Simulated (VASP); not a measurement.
# BaNaPt (P-62m) in VASP: single point with PBE

Aim: the single point of BaNaPt with PBE.

All numbers are computed with VASP 6.6.1; they aren't measurements. Logs are shortened: lines on timing, memory, paths and dates and some standing lists are left out, and cuts for length are marked.

### 1 The structure

Symmetry: P-62m, No. 189, hexagonal system. The conventional cell has a = 7.845 Å, b = 7.845 Å, c = 4.620 Å, α = 90.00°, β = 90.00°, γ = 120.00°. Ba (site symmetry m2m) is surrounded by 5 Pt at 3.25 to 3.30 Å and 6 Na at 3.57 to 3.65 Å. Pt (site symmetry -6) has 3 Na at 3.06 Å and 6 Ba at 3.30 Å as nearest neighbours. Around Pt (site symmetry -62m) lie 6 Na at 2.97 Å and 3 Ba at 3.25 Å. Na (site symmetry m2m) is surrounded by 4 Pt at 2.97 to 3.06 Å and 2 Na at 3.23 Å.

The cell was built by a generator and needn't be a form met in nature.

### 2 Single point, PBE

Input file INCAR:

```
ALGO = Fast
EDIFF = 1E-6
ENCUT = 520
GGA = PE
ISIF = 2
ISMEAR = -1
LASPH = T
LCHARG = F
LREAL = F
LWAVE = F
NBANDS = 50
NELM = 100
PREC = Accurate
SIGMA = 0.1
```

Input file KPOINTS:

```
k-points
0
Gamma
  5 5 7
```

Input file POSCAR:

```
BaNaPt
1.0
    3.9222850000      6.7935960000      0.0000000000
   -3.9222850000      6.7935960000      0.0000000000
    0.0000000000      0.0000000000      4.6198000000
Ba Pt Na
3 3 3
Direct
    0.5852500000      0.4147500000      0.5000000000
    0.4147500000      0.0000000000      0.5000000000
    0.0000000000      0.5852500000      0.5000000000
    0.3333300000      0.3333400000      0.0000000000
    0.6666700000      0.6666600000      0.0000000000
    0.0000000000      0.0000000000      0.5000000000
    0.2380000000      0.7620000000      0.0000000000
    0.7620000000      0.0000000000      0.0000000000
    0.0000000000      0.2380000000      0.0000000000
```

Potentials or basis: VASP PAW PBE potentials, release 64 (Ba_sv, Pt, Na_pv).

Command:

```
cat potpaw_PBE.64/Ba_sv/POTCAR potpaw_PBE.64/Pt/POTCAR potpaw_PBE.64/Na_pv/POTCAR > POTCAR
mpirun -np 1 vasp_std > vasp.out
```

OUTCAR:

```text
EDIFF = 1E-6
   ENCUT = 520
   GGA = PE
   ISIF = 2
   ISMEAR = -1
   LASPH = T
   LREAL = F
   NELM = 100
   PREC = Accurate

 ion  position               nearest neighbor table
   1  0.585  0.415  0.500-   6 3.25   5 3.30   5 3.30   4 3.30   4 3.30   7 3.57   7 3.57   9 3.65
                             8 3.65   8 3.65   9 3.65   3 4.09   2 4.09   2 4.09   3 4.09
   2  0.415  0.000  0.500-   6 3.25   4 3.30   4 3.30   5 3.30   5 3.30   8 3.57   8 3.57   7 3.65
                             7 3.65   9 3.65   9 3.65   1 4.09   1 4.09   3 4.09   3 4.09
   3  0.000  0.585  0.500-   6 3.25   4 3.30   4 3.30   5 3.30   5 3.30   9 3.57   9 3.57   7 3.65
                             7 3.65   8 3.65   8 3.65   1 4.09   1 4.09   2 4.09   2 4.09
   4  0.333  0.333  0.000-   7 3.06   9 3.06   8 3.06   3 3.30   3 3.30   1 3.30   1 3.30   2 3.30
                             2 3.30
   5  0.667  0.667  0.000-   9 3.06   7 3.06   8 3.06   1 3.30   1 3.30   3 3.30   3 3.30   2 3.30
                             2 3.30
   6  0.000  0.000  0.500-   8 2.97   9 2.97   8 2.97   9 2.97   7 2.97   7 2.97   2 3.25   3 3.25
                             1 3.25
   7  0.238  0.762  0.000-   6 2.97   6 2.97   4 3.06   5 3.06   1 3.57   1 3.57   3 3.65   2 3.65
                             3 3.65   2 3.65
   8  0.762  0.000  0.000-   6 2.97   6 2.97   5 3.06   4 3.06   2 3.57   2 3.57   1 3.65   1 3.65
                             3 3.65   3 3.65
   9  0.000  0.238  0.000-   6 2.97   6 2.97   5 3.06   4 3.06   3 3.57   3 3.57   1 3.65   1 3.65
                             2 3.65   2 3.65

  LATTYP: Found a hexagonal cell.
 ALAT       =     7.8445692190
 C/A-ratio  =     0.5889169782

  Lattice vectors:

 A1 = (   3.9222850000,  -6.7935960000,   0.0000000000)
 A2 = (   3.9222850000,   6.7935960000,   0.0000000000)
 A3 = (   0.0000000000,   0.0000000000,   4.6198000000)

Analysis of symmetry for initial positions (statically):
=====================================================================
 Subroutine PRICEL returns:
 Original cell was already a primitive cell.

 Routine SETGRP: Setting up the symmetry group for a
 hexagonal supercell.

 Subroutine GETGRP returns: Found  4 space group operations
 (whereof  4 operations were pure point group operations)
 out of a pool of 24 trial point group operations.

The static configuration has the point symmetry C_2v.

Analysis of symmetry for dynamics (positions and initial velocities):
=====================================================================
 Subroutine PRICEL returns:
 Original cell was already a primitive cell.

 Routine SETGRP: Setting up the symmetry group for a
 hexagonal supercell.

 Subroutine GETGRP returns: Found  4 space group operations
 (whereof  4 operations were pure point group operations)
 out of a pool of 24 trial point group operations.

The dynamic configuration has the point symmetry C_2v.

 Subroutine INISYM returns: Found  4 space group operations
 (whereof  4 operations are pure point group operations),
 and found     1 'primitive' translations

----------------------------------------------------------------------------------------

                                     Primitive cell

  volume of cell :     246.2023

  direct lattice vectors                    reciprocal lattice vectors
     3.922285000  6.793596000  0.000000000     0.127476713  0.073598724  0.000000000
    -3.922285000  6.793596000  0.000000000    -0.127476713  0.073598724  0.000000000
     0.000000000  0.000000000  4.619800000     0.000000000  0.000000000  0.216459587

  length of vectors
     7.844569219  7.844569219  4.619800000     0.147197434  0.147197434  0.216459587

  position of ions in fractional coordinates (direct lattice)
     0.585250000  0.414750000  0.500000000
     0.414750000  0.000000000  0.500000000
     0.000000000  0.585250000  0.500000000
     0.333330000  0.333340000  0.000000000
     0.666670000  0.666660000  0.000000000
     0.000000000  0.000000000  0.500000000
     0.238000000  0.762000000  0.000000000
     0.762000000  0.000000000  0.000000000
     0.000000000  0.238000000  0.000000000

  ion indices of the primitive-cell ions
   primitive index   ion index
                 1           1
                 2           2
                 3           3
                 4           4
                 5           5
                 6           6
                 7           7
                 8           8
                 9           9

----------------------------------------------------------------------------------------

 KPOINTS: k-points

Automatic generation of k-mesh.
 Grid dimensions read from file:
 generate k-points for:    5    5    7

 Generating k-lattice:

  Cartesian coordinates                     Fractional coordinates (reciprocal lattice)
     0.025495343  0.014719745  0.000000000     0.200000000 -0.000000000  0.000000000
    -0.025495343  0.014719745  0.000000000    -0.000000000  0.200000000  0.000000000
     0.000000000  0.000000000  0.030922798     0.000000000  0.000000000  0.142857143

  Length of vectors
     0.029439487  0.029439487  0.030922798

  Shift w.r.t. Gamma in fractional coordinates (k-lattice)
     0.000000000  0.000000000  0.000000000

 Subroutine IBZKPT returns following result:
 ===========================================

 Found     36 irreducible k-points:

 Following reciprocal coordinates:
            Coordinates               Weight
  0.000000  0.000000  0.000000      1.000000
  0.200000  0.000000  0.000000      4.000000
  0.000000  0.200000  0.000000      2.000000
  0.400000  0.000000  0.000000      4.000000
  0.000000  0.400000  0.000000      2.000000
  0.400000  0.200000  0.000000      2.000000
[... 16 lines left out ...]
  0.000000  0.400000  0.285714      4.000000
  0.400000  0.200000  0.285714      4.000000
 [... further k-points ...]
   k-points           NKPTS =     36   k-points in BZ     NKDIM =     36   number of bands    NBANDS=     50
   number of dos      NEDOS =    301   number of ions     NIONS =      9
   total plane-waves  NPLWV = 129600
   dimension x,y,z NGX =    60 NGY =   60 NGZ =   36
   dimension x,y,z NGXF=   120 NGYF=  120 NGZF=   72
   ions per type =               3   3   3
   NGX,Y,Z   is equivalent  to a cutoff of  12.72, 12.72, 12.95 a.u.
   NGXF,Y,Z  is equivalent  to a cutoff of  25.43, 25.43, 25.91 a.u.
 SYSTEM =  unknown system
   PREC   = accura    normal or accurate (medium, high low for compatibility)
   ISTART =      0    job   : 0-new  1-cont  2-samecut
   ICHARG =      2    charge: 1-file 2-atom 10-const
   ISPIN  =      1    spin polarized calculation?
   LNONCOLLINEAR =      F non collinear calculations
   LSORBIT =      F    spin-orbit coupling
   LASPH  =      T    aspherical Exc in radial PAW
   ENCUT  =  520.0 eV  38.22 Ry    6.18 a.u.  14.59 14.59  8.59*2*pi/ulx,y,z
   NELM   =    100;   NELMIN=  2; NELMDL= -5     # of ELM steps
   EDIFF  = 0.1E-05   stopping-criterion for ELM
   LREAL  =      F    real-space projection
   EDIFFG = 0.1E-04   stopping-criterion for IOM
   NSW    =      0    number of steps for IOM
   IBRION =     -1    ionic relax: 0-MD 1-quasi-New 2-CG
   NFREE  =      0    steps in history (QN), initial steepest desc. (CG)
   ISIF   =      2    stress and relaxation
   ISYM   =      2    0-nonsym 1-usesym 2-fastsym
   POTIM  = 0.5000    time-step for ionic-motion
   TEBEG  =    0.0;   TEEND  =   0.0 temperature during run
   PSTRESS=    0.0 pullay stress
   NELECT =      81.0000    total number of electrons
   NUPDOWN=      -1.0000    fix difference up-down
   EMIN   =  10.00;   EMAX   =-10.00  energy-range for DOS
   EFERMI =   0.00;   METHOD = LEGACY
   ISMEAR =    -1;   SIGMA  =   0.10  broadening in eV -4-tet -1-fermi 0-gaus
   EFERMI_NEDOS =   21; number of points for ismear=-14 and -15
   IALGO  =     68    algorithm
   IMIX   =      4    mixing-type and parameters
     AMIX     =   0.40;   BMIX     =  1.00
     AMIX_MAG =   1.60;   BMIX_MAG =  1.00
  volume/ion in A,a.u.               =      27.36       184.61
  Fermi-wavevector in a.u.,A,eV,Ry     =   1.130158  2.135689 17.378138  1.277257
  Thomas-Fermi vector in A             =   2.266854
   LORBIT       =      0    0 simple, 1 ext, 2 COOP (PROOUT), +10 PAW based schemes
   GGA     = PE    functional components
   LHFCALC =     F    Hartree Fock is set to
   AEXX    =    0.0000 exact exchange contribution
   IVDW    =     0    specifies the selected vdW correction
   LEPSILON=     F    determine dielectric tensor
   LRPA    =     F    only Hartree local field effects (RPA)
 non-spin polarized calculation
 RMM-DIIS sequential band-by-band and
  energy-cutoff  :      520.00
  volume of cell :      246.20
 maximum number of plane-waves:      6695
 NGX is ok and might be reduce to    60
   NGX = 29   NGY = 29   NGZ = 17

 number of electron      81.0000008 magnetization

 Free energy of the ion-electron system (eV)
  ---------------------------------------------------
  ext. energy  EPLUGINS =         0.00000000
  ---------------------------------------------------
  free energy    TOTEN  =       -31.78930201 eV

  energy without entropy =      -31.62332209  energy(sigma->0) =      -31.70631205

 E-fermi :   3.7352     XC(G=0):  -9.3119

 val. band max:        3.7236858226   @ k =   0.4000   0.2000   0.0000
 cond. band min:       3.7662195515   @ k =   0.2000   0.0000   0.1429
 fundamental gap:      0.0425337289
 Fermi energy:         3.7352334509

 k-point     1 :       0.0000    0.0000    0.0000
  band No.  band energies     occupation
      1     -24.1800      2.00000
      2     -24.1125      2.00000
      3     -24.1125      2.00000
      4     -20.2624      2.00000
      5     -20.2623      2.00000
      6     -20.2544      2.00000
[... 42 lines left out ...]
     49       6.8850      0.00000
     50       6.9793      0.00000

 k-point     2 :       0.2000    0.0000    0.0000
  band No.  band energies     occupation
      1     -24.1743      2.00000
      2     -24.1181      2.00000
      3     -24.1126      2.00000
      4     -20.2626      2.00000
      5     -20.2625      2.00000
      6     -20.2542      2.00000
[... 42 lines left out ...]
     49       6.6345      0.00000
     50       6.8012      0.00000

 k-point     3 :       0.0000    0.2000    0.0000
  band No.  band energies     occupation
      1     -24.1743      2.00000
      2     -24.1182      2.00000
      3     -24.1126      2.00000
      4     -20.2626      2.00000
      5     -20.2625      2.00000
      6     -20.2542      2.00000
[... 42 lines left out ...]
     49       6.6554      0.00000
     50       6.7164      0.00000

 k-point     4 :       0.4000    0.0000    0.0000
  band No.  band energies     occupation
      1     -24.1610      2.00000
      2     -24.1314      2.00000
      3     -24.1128      2.00000
      4     -20.2629      2.00000
      5     -20.2628      2.00000
      6     -20.2539      2.00000
[... 999 lines left out ...]
 k-point    23 :       0.0000    0.4000    0.2857
  band No.  band energies     occupation
      1     -24.1537      2.00000
      2     -24.1253      2.00000
      3     -24.1076      2.00000
      4     -20.2633      2.00000
      5     -20.2630      2.00000
      6     -20.2534      2.00000
[... 42 lines left out ...]
     49       6.4035      0.00000
     50       6.5950      0.00000

 k-point    24 :       0.4000    0.2000    0.2857
  band No.  band energies     occupation
      1     -24.1570      2.00000
      2     -24.1220      2.00000
      3     -24.1076      2.00000
      4     -20.2632      2.00000
      5     -20.2630      2.00000
      6     -20.2535      2.00000
[... 42 lines left out ...]
     49       6.5319      0.00000
     50       6.7882      0.00000

 [... further k-points ...]
[... 5 lines left out ...]
  --------------------------------------------------------------------------------------
  -------------------------------------------------------------------------------------
  Total        3.8637223      3.8637159      3.2317038     -0.0000047      0.0000000      0.0000000
  in kB       25.1434259     25.1433842     21.0305244     -0.0000303      0.0000000      0.0000000
  external PRESSURE =      23.7724448 kB  Pullay stress =       0.0000000 kB

 VOLUME and BASIS-vectors are now :
 -----------------------------------------------------------------------------
  energy-cutoff  :      520.00
  volume of cell :      246.20
      direct lattice vectors                 reciprocal lattice vectors
     3.922285000  6.793596000  0.000000000     0.127476713  0.073598724  0.000000000
    -3.922285000  6.793596000  0.000000000    -0.127476713  0.073598724  0.000000000
     0.000000000  0.000000000  4.619800000     0.000000000  0.000000000  0.216459587

 POSITION                                       TOTAL-FORCE (eV/Angst)
 -----------------------------------------------------------------------------------
      0.66875      6.79360      2.30990         0.038346     -0.000016      0.000000
      1.62677      2.81764      2.30990        -0.019137     -0.033147      0.000000
     -2.29552      3.97595      2.30990        -0.019186      0.033201      0.000000
     -0.00004      4.52909      0.00000         0.000139     -0.000096      0.000000
      0.00004      9.05811      0.00000        -0.000153      0.000072      0.000000
      0.00000      0.00000      2.30990        -0.000004     -0.000007      0.000000
     -2.05528      6.79360      0.00000        -0.017835      0.000016      0.000000
      2.98878      5.17672      0.00000         0.008900      0.015416      0.000000
     -0.93350      1.61688      0.00000         0.008931     -0.015438      0.000000
 -----------------------------------------------------------------------------------
    total drift:                               -0.000016      0.000006     -0.000000

  FREE ENERGIE OF THE ION-ELECTRON SYSTEM (eV)
  ---------------------------------------------------
  free  energy   TOTEN  =       -31.7893020069 eV

  energy  without entropy=      -31.6233220899  energy(sigma->0) =      -31.70631205
```

It took 13 min on 1 thread of AMD EPYC 9R45 (Zen 5), shared host; peak memory 0.56 GiB.

Results:

```
Free energy            : -31.7893 eV
Pressure               : 2.4 GPa
Largest force          : 0.038 eV/Å
Band gap on the k mesh : none (metal or under the smearing width)
```

Forces in eV/Å, atoms in the order of the input:
```
Ba   0.038  0.000  0.000
Ba  -0.019 -0.033  0.000
Ba  -0.019  0.033  0.000
Pt   0.000  0.000  0.000
Pt   0.000  0.000  0.000
Pt   0.000  0.000  0.000
Na  -0.018  0.000  0.000
Na   0.009  0.015  0.000
Na   0.009 -0.015  0.000
```

Levels at points of the mesh, in eV from the Fermi level:
| k point | band 37 | band 38 | band 39 | band 40 | band 41 | band 42 | band 43 | band 44 | band 45 | band 46 |
| --- | --- | --- | --- | --- | --- | --- | --- | --- | --- | --- |
| (0.00, 0.00, 0.00) | -1.93 | -1.93 | -1.65 | -0.10 | -0.10 | 0.91 | 0.91 | 1.10 | 2.20 | 2.21 |

Spin-orbit coupling is left out, which matters for the levels of Ba, Pt.
